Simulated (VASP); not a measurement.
# BAu (P-6m2) in VASP: reference runs

How does BAu come out in PBE? The cell is run as given.

All numbers are computed with VASP 6.6.1; they aren't measurements. Logs are shortened: lines on timing, memory, paths and dates and some standing lists are left out, and cuts for length are marked.

## Step 1: The structure

Symmetry: P-6m2, No. 187, hexagonal system. Conventional cell: a = 3.237 Å, b = 3.237 Å, c = 2.849 Å, α = 90.00°, β = 90.00°, γ = 120.00°. B (site symmetry -6m2) has 6 Au at 2.35 Å as nearest neighbours. Au (site symmetry -6m2) has 6 B at 2.35 Å as nearest neighbours.

The cell was built by a generator and needn't be a form met in nature.

## Step 2: Single point, PBE

Input file INCAR:

```
ALGO = Normal ; EDIFF = 1E-7
ENCUT = 520 ; GGA = PE
ISIF = 2 ; ISMEAR = -1
LASPH = T ; LCHARG = F
LREAL = F ; LWAVE = F
NBANDS = 14 ; NELM = 60
PREC = Accurate ; SIGMA = 0.05
```

Input file KPOINTS:

```
k-points
0
Gamma
  9 9 9
```

Input file POSCAR:

```
BAu
1.0
    3.2368600000      0.0000000000      0.0000000000
   -1.6184300000      2.8032000000      0.0000000000
    0.0000000000      0.0000000000      2.8493500000
B Au
1 1
Direct
    0.0000000000      0.0000000000      0.0000000000
    0.3333300000      0.6666700000      0.5000000000
```

Potentials or basis: VASP PAW PBE potentials, release 64 (B, Au).

On the command line:

```sh
$ cat potpaw_PBE.64/B/POTCAR potpaw_PBE.64/Au/POTCAR > POTCAR
$ mpirun -np 1 vasp_std > vasp.out
```

OUTCAR:

```text
EDIFF = 1E-7
   ENCUT = 520
   GGA = PE
   ISIF = 2
   ISMEAR = -1
   LASPH = T
   LREAL = F
   NELM = 60
   PREC = Accurate

 ion  position               nearest neighbor table
   1  0.000  0.000  0.000-   2 2.35   2 2.35   2 2.35   2 2.35   2 2.35   2 2.35
   2  0.333  0.667  0.500-   1 2.35   1 2.35   1 2.35   1 2.35   1 2.35   1 2.35

  LATTYP: Found a hexagonal cell.
 ALAT       =     3.2368600000
 C/A-ratio  =     0.8802821253

  Lattice vectors:

 A1 = (   3.2368600000,   0.0000000000,   0.0000000000)
 A2 = (  -1.6184300000,   2.8032000000,   0.0000000000)
 A3 = (   0.0000000000,   0.0000000000,   2.8493500000)

Analysis of symmetry for initial positions (statically):
=====================================================================
 Subroutine PRICEL returns:
 Original cell was already a primitive cell.

 Routine SETGRP: Setting up the symmetry group for a
 hexagonal supercell.

 Subroutine GETGRP returns: Found  4 space group operations
 (whereof  4 operations were pure point group operations)
 out of a pool of 24 trial point group operations.

The static configuration has the point symmetry C_2v.

Analysis of symmetry for dynamics (positions and initial velocities):
=====================================================================
 Subroutine PRICEL returns:
 Original cell was already a primitive cell.

 Routine SETGRP: Setting up the symmetry group for a
 hexagonal supercell.

 Subroutine GETGRP returns: Found  4 space group operations
 (whereof  4 operations were pure point group operations)
 out of a pool of 24 trial point group operations.

The dynamic configuration has the point symmetry C_2v.

 Subroutine INISYM returns: Found  4 space group operations
 (whereof  4 operations are pure point group operations),
 and found     1 'primitive' translations

----------------------------------------------------------------------------------------

                                     Primitive cell

  volume of cell :      25.8538

  direct lattice vectors                    reciprocal lattice vectors
     3.236860000  0.000000000  0.000000000     0.308941381  0.178367580  0.000000000
    -1.618430000  2.803200000  0.000000000     0.000000000  0.356735160  0.000000000
     0.000000000  0.000000000  2.849350000     0.000000000  0.000000000  0.350957236

  length of vectors
     3.236860000  3.236857412  2.849350000     0.356734875  0.356735160  0.350957236

  position of ions in fractional coordinates (direct lattice)
     0.000000000  0.000000000  0.000000000
     0.333330000  0.666670000  0.500000000

  ion indices of the primitive-cell ions
   primitive index   ion index
                 1           1
                 2           2

----------------------------------------------------------------------------------------

 KPOINTS: k-points

Automatic generation of k-mesh.
 Grid dimensions read from file:
 generate k-points for:    9    9    9

 Generating k-lattice:

  Cartesian coordinates                     Fractional coordinates (reciprocal lattice)
     0.034326820  0.019818620  0.000000000     0.111111111 -0.000000000  0.000000000
     0.000000000  0.039637240  0.000000000     0.000000000  0.111111111  0.000000000
     0.000000000  0.000000000  0.038995248     0.000000000  0.000000000  0.111111111

  Length of vectors
     0.039637208  0.039637240  0.038995248

  Shift w.r.t. Gamma in fractional coordinates (k-lattice)
     0.000000000  0.000000000  0.000000000

 Subroutine IBZKPT returns following result:
 ===========================================

 Found    125 irreducible k-points:

 Following reciprocal coordinates:
            Coordinates               Weight
  0.000000  0.000000  0.000000      1.000000
  0.111111  0.000000  0.000000      4.000000
 -0.111111  0.111111  0.000000      2.000000
  0.222222 -0.000000  0.000000      4.000000
 -0.222222  0.222222  0.000000      2.000000
  0.333333  0.000000  0.000000      4.000000
[... 16 lines left out ...]
 -0.222222 -0.444444  0.000000      4.000000
  0.444444  0.333333  0.000000      4.000000
 [... further k-points ...]
   k-points           NKPTS =    125   k-points in BZ     NKDIM =    125   number of bands    NBANDS=     14
   number of dos      NEDOS =    301   number of ions     NIONS =      2
   total plane-waves  NPLWV =  13824
   dimension x,y,z NGX =    24 NGY =   24 NGZ =   24
   dimension x,y,z NGXF=    48 NGYF=   48 NGZF=   48
   ions per type =               1   1
   NGX,Y,Z   is equivalent  to a cutoff of  12.33, 12.33, 14.00 a.u.
   NGXF,Y,Z  is equivalent  to a cutoff of  24.65, 24.65, 28.01 a.u.
 SYSTEM =  unknown system
   PREC   = accura    normal or accurate (medium, high low for compatibility)
   ISTART =      0    job   : 0-new  1-cont  2-samecut
   ICHARG =      2    charge: 1-file 2-atom 10-const
   ISPIN  =      1    spin polarized calculation?
   LNONCOLLINEAR =      F non collinear calculations
   LSORBIT =      F    spin-orbit coupling
   LASPH  =      T    aspherical Exc in radial PAW
   ENCUT  =  520.0 eV  38.22 Ry    6.18 a.u.   6.02  6.02  5.30*2*pi/ulx,y,z
   NELM   =     60;   NELMIN=  2; NELMDL= -5     # of ELM steps
   EDIFF  = 0.1E-06   stopping-criterion for ELM
   LREAL  =      F    real-space projection
   EDIFFG = 0.1E-05   stopping-criterion for IOM
   NSW    =      0    number of steps for IOM
   IBRION =     -1    ionic relax: 0-MD 1-quasi-New 2-CG
   NFREE  =      0    steps in history (QN), initial steepest desc. (CG)
   ISIF   =      2    stress and relaxation
   ISYM   =      2    0-nonsym 1-usesym 2-fastsym
   POTIM  = 0.5000    time-step for ionic-motion
   TEBEG  =    0.0;   TEEND  =   0.0 temperature during run
   PSTRESS=    0.0 pullay stress
   NELECT =      14.0000    total number of electrons
   NUPDOWN=      -1.0000    fix difference up-down
   EMIN   =  10.00;   EMAX   =-10.00  energy-range for DOS
   EFERMI =   0.00;   METHOD = LEGACY
   ISMEAR =    -1;   SIGMA  =   0.05  broadening in eV -4-tet -1-fermi 0-gaus
   EFERMI_NEDOS =   21; number of points for ismear=-14 and -15
   IALGO  =     38    algorithm
   IMIX   =      4    mixing-type and parameters
     AMIX     =   0.40;   BMIX     =  1.00
     AMIX_MAG =   1.60;   BMIX_MAG =  1.00
  volume/ion in A,a.u.               =      12.93        87.23
  Fermi-wavevector in a.u.,A,eV,Ry     =   1.334370  2.521594 24.225759  1.780543
  Thomas-Fermi vector in A             =   2.463157
   LORBIT       =      0    0 simple, 1 ext, 2 COOP (PROOUT), +10 PAW based schemes
   GGA     = PE    functional components
   LHFCALC =     F    Hartree Fock is set to
   AEXX    =    0.0000 exact exchange contribution
   IVDW    =     0    specifies the selected vdW correction
   LEPSILON=     F    determine dielectric tensor
   LRPA    =     F    only Hartree local field effects (RPA)
 non-spin polarized calculation
  energy-cutoff  :      520.00
  volume of cell :       25.85
 maximum number of plane-waves:       714
   NGX = 13   NGY = 13   NGZ = 11

 number of electron      13.9999998 magnetization

 Free energy of the ion-electron system (eV)
  ---------------------------------------------------
  ext. energy  EPLUGINS =         0.00000000
  ---------------------------------------------------
  free energy    TOTEN  =        -8.03599649 eV

  energy without entropy =       -8.03318060  energy(sigma->0) =       -8.03458855

 E-fermi :   8.8814     XC(G=0): -12.1798

 val. band max:        8.7148710893   @ k =   0.4444  -0.0000   0.0000
 cond. band min:       8.9439526933   @ k =   0.3333   0.2222   0.2222
 fundamental gap:      0.2290816039
 Fermi energy:         8.8813806667

 k-point     1 :       0.0000    0.0000    0.0000
  band No.  band energies     occupation
      1      -3.7554      2.00000
      2       1.4665      2.00000
      3       2.4044      2.00000
      4       2.4044      2.00000
      5       4.3569      2.00000
      6       4.3569      2.00000
      7      10.7376      0.00000
      8      12.1775      0.00000
      9      12.1776      0.00000
     10      15.3091      0.00000
     11      19.8816      0.00000
     12      19.8818      0.00000
     13      20.4626      0.00000
     14      26.4678      0.00000

 k-point     2 :       0.1111    0.0000    0.0000
  band No.  band energies     occupation
      1      -3.5239      2.00000
      2       1.4874      2.00000
      3       2.3112      2.00000
      4       2.5689      2.00000
      5       4.1713      2.00000
      6       4.3351      2.00000
      7      11.1072      0.00000
      8      11.2876      0.00000
      9      11.7109      0.00000
     10      15.8914      0.00000
     11      18.8372      0.00000
     12      20.5667      0.00000
     13      21.6415      0.00000
     14      26.8080      0.00000

 k-point     3 :      -0.1111    0.1111    0.0000
  band No.  band energies     occupation
      1      -3.5239      2.00000
      2       1.4874      2.00000
      3       2.3112      2.00000
      4       2.5689      2.00000
      5       4.1713      2.00000
      6       4.3351      2.00000
      7      11.1072      0.00000
      8      11.2875      0.00000
      9      11.7110      0.00000
     10      15.8914      0.00000
     11      18.8373      0.00000
     12      20.5666      0.00000
     13      21.6415      0.00000
     14      26.8080      0.00000
[... 324 lines left out ...]
 k-point    23 :      -0.2222   -0.4444    0.0000
  band No.  band energies     occupation
      1      -0.6219      2.00000
      2       0.7093      2.00000
      3       2.6649      2.00000
      4       3.2323      2.00000
      5       3.9483      2.00000
      6       4.9078      2.00000
      7       5.5695      2.00000
      8       7.2133      2.00000
      9      14.0006      0.00000
     10      18.5700      0.00000
     11      19.4913      0.00000
     12      21.5921      0.00000
     13      24.4798      0.00000
     14      25.0487      0.00000

 k-point    24 :       0.4444    0.3333    0.0000
  band No.  band energies     occupation
      1      -0.6219      2.00000
      2       0.7093      2.00000
      3       2.6649      2.00000
      4       3.2323      2.00000
      5       3.9483      2.00000
      6       4.9078      2.00000
      7       5.5695      2.00000
      8       7.2133      2.00000
      9      14.0006      0.00000
     10      18.5700      0.00000
     11      19.4913      0.00000
     12      21.5920      0.00000
     13      24.4798      0.00000
     14      25.0488      0.00000

 [... further k-points ...]
[... 5 lines left out ...]
  --------------------------------------------------------------------------------------
  -------------------------------------------------------------------------------------
  Total       -0.0433922     -0.0434214     -0.0762768     -0.0000254      0.0000000      0.0000000
  in kB       -2.6890469     -2.6908555     -4.7269328     -0.0015713      0.0000000      0.0000000
  external PRESSURE =      -3.3689451 kB  Pullay stress =       0.0000000 kB

 VOLUME and BASIS-vectors are now :
 -----------------------------------------------------------------------------
  energy-cutoff  :      520.00
  volume of cell :       25.85
      direct lattice vectors                 reciprocal lattice vectors
     3.236860000  0.000000000  0.000000000     0.308941381  0.178367580  0.000000000
    -1.618430000  2.803200000  0.000000000     0.000000000  0.356735160  0.000000000
     0.000000000  0.000000000  2.849350000     0.000000000  0.000000000  0.350957236

 POSITION                                       TOTAL-FORCE (eV/Angst)
 -----------------------------------------------------------------------------------
      0.00000      0.00000      0.00000        -0.000055      0.000032      0.000000
     -0.00002      1.86881      1.42467         0.000055     -0.000032      0.000000
 -----------------------------------------------------------------------------------
    total drift:                                0.000004      0.000008      0.000000

  FREE ENERGIE OF THE ION-ELECTRON SYSTEM (eV)
  ---------------------------------------------------
  free  energy   TOTEN  =        -8.0359964896 eV

  energy  without entropy=       -8.0331806032  energy(sigma->0) =       -8.03458855
```

Wall time 47 s (1 thread of Intel Xeon Platinum 8375C at 2.90GHz (Ice Lake), shared host); peak memory 0.17 GiB.

What came out:

| Property | Result |
| --- | --- |
| Free energy | -8.0360 eV |
| Pressure | -0.3 GPa |
| Band gap on the k mesh | none (metal or under the smearing width) |
